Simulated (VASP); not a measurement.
# Al4B3P (P1) in VASP: relaxation of cell and atoms with PBE

Aim: the relaxation of cell and atoms of Al4B3P with PBE.

All numbers are computed with VASP 6.6.1; they aren't measurements. Logs are shortened: lines on timing, memory, paths and dates and some standing lists are left out, and cuts for length are marked.

## 1. The crystal as given

The typed cell holds 16 atoms: a = 3.052 Å, b = 3.024 Å, c = 23.246 Å, α = 90.95°, β = 89.92°, γ = 120.47°.

The cell was built by a generator and needn't be a form met in nature.

## 2. Relaxation of cell and atoms, PBE

INCAR reads:

```
PREC = Normal
ENCUT = 520
EDIFF = 1E-5
ISMEAR = 0
SIGMA = 0.15
LREAL = Auto
LASPH = True
NELM = 80
ALGO = Fast
ISIF = 3
LWAVE = False
LCHARG = False
GGA = PE
IBRION = 2
NSW = 110
EDIFFG = -0.03
ISYM = 0
KPAR = 2
```

KPOINTS reads:

```
regular mesh
0
Gamma
  8 8 1
```

POSCAR reads:

```
Al4B3P
1.0
    3.0519748200     -0.0043402900      0.0022038600
   -1.5297457000      2.6081472300     -0.0249491200
    0.0172672200     -0.2157473800     23.2446827000
Al B P
8 6 2
Direct
    0.6890736900      0.2976098800      0.3445192500
    0.0493745500      0.9861399700      0.8048993100
    0.9818927700      0.0397834000      0.2019206300
    0.8449517600      0.8982739600      0.9289773900
    0.9940179100      0.9972141400      0.0757044700
    0.4064825200      0.7501585200      0.6397800200
    0.4172215000      0.7526472900      0.4494545600
    0.6369162100      0.2655093300      0.5487756800
    0.6053803500      0.2702624200      0.8605543300
    0.3174599100      0.6779024600      0.8578113800
    0.3848595200      0.6681109700      0.1285957300
    0.7201424600      0.3737146600      0.1435275700
    0.3350261700      0.7435653000      0.9918160600
    0.6902670100      0.3052675700      0.0011062200
    0.3588890100      0.6685817700      0.2784344300
    0.8070789300      0.3639304200      0.7095648800
```

Potentials or basis: VASP PAW PBE potentials, release 64 (Al, B, P).

Started as:

```sh
> cat potpaw_PBE.64/Al/POTCAR potpaw_PBE.64/B/POTCAR potpaw_PBE.64/P/POTCAR > POTCAR
> mpirun -np 2 vasp_std > vasp.out
```

OUTCAR:

```text
PREC = Normal
   ENCUT = 520
   EDIFF = 1E-5
   ISMEAR = 0
   LREAL = Auto
   LASPH = True
   NELM = 80
   ISIF = 3
   GGA = PE
   IBRION = 2
   NSW = 110
   EDIFFG = -0.03
   ISYM = 0

 ion  position               nearest neighbor table
   1  0.689  0.298  0.345-  15 2.23  15 2.35  15 2.42   7 2.85   7 3.09   7 3.10
   2  0.049  0.986  0.805-   9 1.94  10 1.97  10 2.18  10 2.30   9 2.30   9 2.32  16 2.73  16 2.78
                             4 2.94  16 2.99
   3  0.982  0.040  0.202-  12 2.09  12 2.19  11 2.31  12 2.38  11 2.40  15 2.40  15 2.44  11 2.65
                            15 2.67   5 2.94
   4  0.845  0.898  0.929-  13 2.01  10 2.16  14 2.25   9 2.27   9 2.29  13 2.31  14 2.34  10 2.49
                             9 2.57  13 2.63  10 2.65   2 2.94
   5  0.994  0.997  0.076-  11 2.03  11 2.13  11 2.27  12 2.29  12 2.32  14 2.38  12 2.47  14 2.48
                            13 2.50  14 2.53  13 2.61   3 2.94
   6  0.406  0.750  0.640-  16 2.27  16 2.29   8 2.53  16 2.65   8 2.84   8 2.93
   7  0.417  0.753  0.449-   8 2.65   1 2.85   8 3.01   1 3.09   1 3.10   8 3.12
   8  0.637  0.266  0.549-   6 2.53   7 2.65   6 2.84   6 2.93   7 3.01   7 3.12
   9  0.605  0.270  0.861-  10 1.54  10 1.84  10 1.88   2 1.94   4 2.27   4 2.29   2 2.30   2 2.32
                             4 2.57
  10  0.317  0.678  0.858-   9 1.54   9 1.84   9 1.88   2 1.97   4 2.16   2 2.18   2 2.30   4 2.49
                             4 2.65
  11  0.385  0.668  0.129-  12 1.70  12 1.79  12 1.87   5 2.03   5 2.13   5 2.27   3 2.31   3 2.40
                             3 2.65
  12  0.720  0.374  0.144-  11 1.70  11 1.79  11 1.87   3 2.09   3 2.19   5 2.29   5 2.32   3 2.38
                             5 2.47
  13  0.335  0.744  0.992-  14 1.49  14 1.74   4 2.01  14 2.11   4 2.31   5 2.50   5 2.61   4 2.63

  14  0.690  0.305  0.001-  13 1.49  13 1.74  13 2.11   4 2.25   4 2.34   5 2.38   5 2.48   5 2.53

  15  0.359  0.669  0.278-   1 2.23   1 2.35   3 2.40   1 2.42   3 2.44   3 2.67
  16  0.807  0.364  0.710-   6 2.27   6 2.29   6 2.65   2 2.73   2 2.78   2 2.99

IMPORTANT INFORMATION: All symmetrisations will be switched off!
NOSYMM: (Re-)initialisation of all symmetry stuff for point group C_1.

----------------------------------------------------------------------------------------

                                     Primitive cell

  volume of cell :     184.8575

  direct lattice vectors                    reciprocal lattice vectors
     3.051974820 -0.004340290  0.002203860     0.327929138  0.192353656  0.001541745
    -1.529745700  2.608147230 -0.024949120     0.000543192  0.383766603  0.003561557
     0.017267220 -0.215747380 23.244682700    -0.000030508  0.000393669  0.043024268

  length of vectors
     3.051978702  3.023768566 23.245690330     0.380183937  0.383783514  0.043026080

  position of ions in fractional coordinates (direct lattice)
     0.689073690  0.297609880  0.344519250
     0.049374550  0.986139970  0.804899310
     0.981892770  0.039783400  0.201920630
     0.844951760  0.898273960  0.928977390
     0.994017910  0.997214140  0.075704470
     0.406482520  0.750158520  0.639780020
[... 8 lines left out ...]
     0.358889010  0.668581770  0.278434430
     0.807078930  0.363930420  0.709564880

  ion indices of the primitive-cell ions
   primitive index   ion index
                 1           1
                 2           2
                 3           3
                 4           4
                 5           5
                 6           6
[... 8 lines left out ...]
                15          15
                16          16

----------------------------------------------------------------------------------------

 KPOINTS: regular mesh

Automatic generation of k-mesh.
 Grid dimensions read from file:
 generate k-points for:    8    8    1

 Generating k-lattice:

  Cartesian coordinates                     Fractional coordinates (reciprocal lattice)
     0.040991142  0.024044207  0.000192718     0.125000000 -0.000000000  0.000000000
     0.000067899  0.047970825  0.000445195     0.000000000  0.125000000  0.000000000
    -0.000030508  0.000393669  0.043024268    -0.000000000  0.000000000  1.000000000

  Length of vectors
     0.047522992  0.047972939  0.043026080

  Shift w.r.t. Gamma in fractional coordinates (k-lattice)
     0.000000000  0.000000000  0.000000000

 Subroutine IBZKPT returns following result:
 ===========================================

 Found     34 irreducible k-points:

 Following reciprocal coordinates:
            Coordinates               Weight
  0.000000  0.000000  0.000000      1.000000
  0.125000 -0.000000  0.000000      2.000000
  0.250000 -0.000000  0.000000      2.000000
  0.375000 -0.000000  0.000000      2.000000
  0.500000 -0.000000  0.000000      1.000000
  0.000000  0.125000  0.000000      2.000000
[... 16 lines left out ...]
  0.125000  0.375000  0.000000      2.000000
  0.250000  0.375000  0.000000      2.000000
 [... further k-points ...]
   k-points           NKPTS =     34   k-points in BZ     NKDIM =     34   number of bands    NBANDS=     35
   number of dos      NEDOS =    301   number of ions     NIONS =     16
   total plane-waves  NPLWV =  45360
   dimension x,y,z NGX =    18 NGY =   18 NGZ =  140
   dimension x,y,z NGXF=    36 NGYF=   36 NGZF=  280
   ions per type =               8   6   2
   NGX,Y,Z   is equivalent  to a cutoff of   9.80,  9.90, 10.01 a.u.
   NGXF,Y,Z  is equivalent  to a cutoff of  19.61, 19.79, 20.02 a.u.
 SYSTEM =  unknown system
   PREC   = normal    normal or accurate (medium, high low for compatibility)
   ISTART =      0    job   : 0-new  1-cont  2-samecut
   ICHARG =      2    charge: 1-file 2-atom 10-const
   ISPIN  =      1    spin polarized calculation?
   LNONCOLLINEAR =      F non collinear calculations
   LSORBIT =      F    spin-orbit coupling
   LASPH  =      T    aspherical Exc in radial PAW
   ENCUT  =  520.0 eV  38.22 Ry    6.18 a.u.   5.67  5.62 43.22*2*pi/ulx,y,z
   NELM   =     80;   NELMIN=  2; NELMDL= -5     # of ELM steps
   EDIFF  = 0.1E-04   stopping-criterion for ELM
   LREAL  =      T    real-space projection
   EDIFFG = -.3E-01   stopping-criterion for IOM
   NSW    =    110    number of steps for IOM
   IBRION =      2    ionic relax: 0-MD 1-quasi-New 2-CG
   NFREE  =      1    steps in history (QN), initial steepest desc. (CG)
   ISIF   =      3    stress and relaxation
   ISYM   =      0    0-nonsym 1-usesym 2-fastsym
   POTIM  = 0.5000    time-step for ionic-motion
   TEBEG  =    0.0;   TEEND  =   0.0 temperature during run
   PSTRESS=    0.0 pullay stress
   NELECT =      52.0000    total number of electrons
   NUPDOWN=      -1.0000    fix difference up-down
   EMIN   =  10.00;   EMAX   =-10.00  energy-range for DOS
   EFERMI =   0.00;   METHOD = LEGACY
   ISMEAR =     0;   SIGMA  =   0.15  broadening in eV -4-tet -1-fermi 0-gaus
   EFERMI_NEDOS =   21; number of points for ismear=-14 and -15
   IALGO  =     68    algorithm
   IMIX   =      4    mixing-type and parameters
     AMIX     =   0.40;   BMIX     =  1.00
     AMIX_MAG =   1.60;   BMIX_MAG =  1.00
  volume/ion in A,a.u.               =      11.55        77.97
  Fermi-wavevector in a.u.,A,eV,Ry     =   1.072664  2.027040 15.654963  1.150607
  Thomas-Fermi vector in A             =   2.208440
   LORBIT       =      0    0 simple, 1 ext, 2 COOP (PROOUT), +10 PAW based schemes
   GGA     = PE    functional components
   LHFCALC =     F    Hartree Fock is set to
   AEXX    =    0.0000 exact exchange contribution
   IVDW    =     0    specifies the selected vdW correction
   LEPSILON=     F    determine dielectric tensor
   LRPA    =     F    only Hartree local field effects (RPA)
 conjugate gradient relaxation of ions
 non-spin polarized calculation
 RMM-DIIS sequential band-by-band and
 Gauss-broadening in eV      SIGMA  =   0.15
  energy-cutoff  :      520.00
  volume of cell :      184.86
 maximum number of plane-waves:      5014
   NGX = 11   NGY = 11   NGZ = 87

--------------------------------------- Ionic step        1  -------------------------------------------

 number of electron      51.9999997 magnetization

 Free energy of the ion-electron system (eV)
  ---------------------------------------------------
  ext. energy  EPLUGINS =         0.00000000
  ---------------------------------------------------
  free energy    TOTEN  =       -75.82128055 eV

  energy without entropy =      -75.75600323  energy(sigma->0) =      -75.78864189

------------------------ aborting loop because EDIFF is reached ----------------------------------------

  FORCE on cell =-STRESS in cart. coord.  units (eV):
  Direction    XX          YY          ZZ          XY          YZ          ZX
  --------------------------------------------------------------------------------------
  -------------------------------------------------------------------------------------
  Total        7.8850618     17.6548680     25.3855201      3.4112235      2.7714341      1.1102003
  in kB       68.3405593    153.0163716    220.0186478     29.5653889     24.0202750      9.6222084
  external PRESSURE =     147.1251929 kB  Pullay stress =       0.0000000 kB
[... 131 lines left out ...]
  FREE ENERGIE OF THE ION-ELECTRON SYSTEM (eV)
  ---------------------------------------------------
  free  energy   TOTEN  =       -78.9193168222 eV

  energy  without entropy=      -78.8660607737  energy(sigma->0) =      -78.89268880

[... ionic steps 4 to 46 ...]

--------------------------------------- Ionic step       47  -------------------------------------------

 number of electron      52.0000001 magnetization

------------------------ aborting loop because EDIFF is reached ----------------------------------------
[... 95 lines left out ...]
--------------------------------------- Ionic step       49  -------------------------------------------

 number of electron      52.0000001 magnetization

 Free energy of the ion-electron system (eV)
  ---------------------------------------------------
  ext. energy  EPLUGINS =         0.00000000
  ---------------------------------------------------
  free energy    TOTEN  =       -80.54484991 eV

  energy without entropy =      -80.51276182  energy(sigma->0) =      -80.52880587

 E-fermi :   8.9185     XC(G=0): -10.9856

 val. band max:        8.8876650169   @ k =   0.5000  -0.0000   0.0000
 cond. band min:       9.0291069714   @ k =  -0.1250   0.2500   0.0000
 fundamental gap:      0.1414419545
 Fermi energy:         8.9184654452

 k-point     1 :       0.0000    0.0000    0.0000
  band No.  band energies     occupation
      1      -6.4579      2.00000
      2      -6.0312      2.00000
      3      -5.4725      2.00000
      4      -4.9821      2.00000
      5      -4.6865      2.00000
      6      -1.7593      2.00000
[... 901 lines left out ...]
     34       9.8415      0.00000
     35      10.3666      0.00000

 [... further k-points ...]

------------------------ aborting loop because EDIFF is reached ----------------------------------------

  FORCE on cell =-STRESS in cart. coord.  units (eV):
  Direction    XX          YY          ZZ          XY          YZ          ZX
  --------------------------------------------------------------------------------------
  -------------------------------------------------------------------------------------
  Total        0.0270279      0.0272899     -0.0528713      0.0140570     -0.0056809     -0.0147805
  in kB        0.2276926      0.2298999     -0.4454066      0.1184214     -0.0478582     -0.1245164
  external PRESSURE =       0.0040620 kB  Pullay stress =       0.0000000 kB
[... 31 lines left out ...]
  FREE ENERGIE OF THE ION-ELECTRON SYSTEM (eV)
  ---------------------------------------------------
  free  energy   TOTEN  =       -80.5448499109 eV

  energy  without entropy=      -80.5127618225  energy(sigma->0) =      -80.52880587

 reached required accuracy - stopping structural energy minimisation
```

Wall time 16 min (2 MPI ranks of Intel Xeon 6975P-C (Granite Rapids), shared host); peak memory 0.29 GiB.

What came out:

| Property | Result |
| --- | --- |
| Free energy | -80.5448 eV |
| Relaxed volume | 11.89 Å³/atom |
| Relaxed cell | a = 3.017 Å, b = 3.017 Å, c = 24.122 Å, α = 89.98°, β = 90.02°, γ = 120.00° |
| Space group after relaxing (to 0.05 Å) | C2 (No. 5) |
| Energy gained by relaxing | 295.2 meV/atom |
| Ionic steps | 49 |
| Pressure after relaxing | 0.0 GPa |
| Largest force after relaxing | 0.024 eV/Å |
| Band gap on the k mesh | none (metal or under the smearing width) |

Forces on the atoms (eV/Å):
```
Al  -0.007 -0.014 -0.013
Al   0.002 -0.004  0.005
Al   0.016  0.002  0.001
Al   0.008  0.020  0.010
Al   0.008  0.003  0.006
Al  -0.001  0.007 -0.011
Al  -0.014 -0.003 -0.007
Al  -0.011  0.001  0.013
B    0.005  0.002  0.004
B   -0.003 -0.002  0.015
B    0.000  0.002  0.015
B   -0.006 -0.010  0.001
B    0.016 -0.006 -0.010
B   -0.006 -0.002 -0.021
P   -0.001  0.014 -0.006
P   -0.005 -0.009 -0.003
```

Step by step:
| step | energy change (eV) | largest force (eV/Å) | pressure (GPa) | volume (Å³) |
| --- | --- | --- | --- | --- |
| 1 | 0.0000 | 6.2235 | 14.71 | 184.86 |
| 3 | -3.0980 | 3.8351 | -1.86 | 200.38 |
| 5 | -3.9475 | 1.5298 | -3.99 | 201.15 |
| 7 | -4.2980 | 0.8200 | 1.22 | 191.28 |
| 9 | -4.4493 | 1.0144 | 0.98 | 190.70 |
| 11 | -4.5525 | 0.4368 | -0.99 | 192.97 |
| 13 | -4.6203 | 0.7751 | 0.09 | 190.89 |
| 15 | -4.6639 | 0.3490 | 0.77 | 189.74 |
| 17 | -4.6821 | 0.3169 | -0.30 | 191.21 |
| 19 | -4.6938 | 0.3155 | -0.41 | 191.20 |
| 21 | -4.7030 | 0.1601 | 0.31 | 189.97 |
| 23 | -4.7081 | 0.1741 | 0.03 | 190.37 |
| 25 | -4.7121 | 0.0970 | -0.25 | 190.80 |
| 27 | -4.7148 | 0.1278 | 0.16 | 190.15 |
| 29 | -4.7167 | 0.0849 | 0.14 | 190.12 |
| 31 | -4.7177 | 0.0498 | -0.13 | 190.52 |
| 33 | -4.7190 | 0.0838 | -0.08 | 190.41 |
| 35 | -4.7198 | 0.0800 | 0.11 | 190.09 |
| 37 | -4.7208 | 0.0586 | 0.02 | 190.21 |
| 39 | -4.7212 | 0.0469 | -0.06 | 190.31 |
| 41 | -4.7218 | 0.0461 | 0.02 | 190.19 |
| 43 | -4.7223 | 0.0671 | 0.00 | 190.20 |
| 45 | -4.7228 | 0.0389 | -0.01 | 190.22 |
| 47 | -4.7231 | 0.0394 | -0.02 | 190.21 |
| 49 | -4.7236 | 0.0238 | 0.00 | 190.18 |

Final structure:
```
Al B P
1.0
     3.01742    0.00036   -0.00026
    -1.50900    2.61268    0.00000
    -0.00644    0.00389   24.12248
Al B P
8 6 2
Direct
  0.69227 0.34699 0.36185
  0.01041 0.99817 0.79264
  0.01337 0.00775 0.20294
  0.00832 0.99604 0.92934
  0.01251 0.00467 0.06622
  0.35160 0.66833 0.63409
  0.36182 0.67769 0.45278
  0.69313 0.34035 0.54304
  0.67591 0.32927 0.86207
  0.34271 0.66266 0.85991
  0.34756 0.67421 0.13341
  0.68097 0.34100 0.13554
  0.34490 0.66868 0.99739
  0.67841 0.33532 0.99843
  0.34899 0.67385 0.27902
  0.67617 0.33369 0.71678
```
